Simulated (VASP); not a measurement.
Data:

```
CELL_PARAMETERS angstrom
      0.00000     2.75246     2.75246
      2.75246     0.00000     2.75246
      2.75246     2.75246     0.00000
ATOMIC_POSITIONS crystal
  Ga 0.00000 0.00000 0.00000
  P  0.75000 0.75000 0.75000
```

Method: PBE GGA, VASP's PBE PAW potentials (set 64) (plane waves; VASP). Settings: 480 eV cut-off, 8×8×8 Γ-centred mesh, Gaussian smearing of 0.050 eV, potentials Ga_d P.

**Question.** Predict the energy per atom (σ→0), band gap (on the k-mesh) with the smallest direct gap where there is one.

**Answer.** 
| Item | Result |
|---|---|
| band gap (on the k-mesh) | 1.58 eV |
| smallest direct gap (on the k-mesh) | 1.58 eV |
| energy per atom (σ→0) | -4.563 eV/atom |

The compound is GaP in the zinc blende structure. It was relaxed first. The start is the result of an earlier pass.
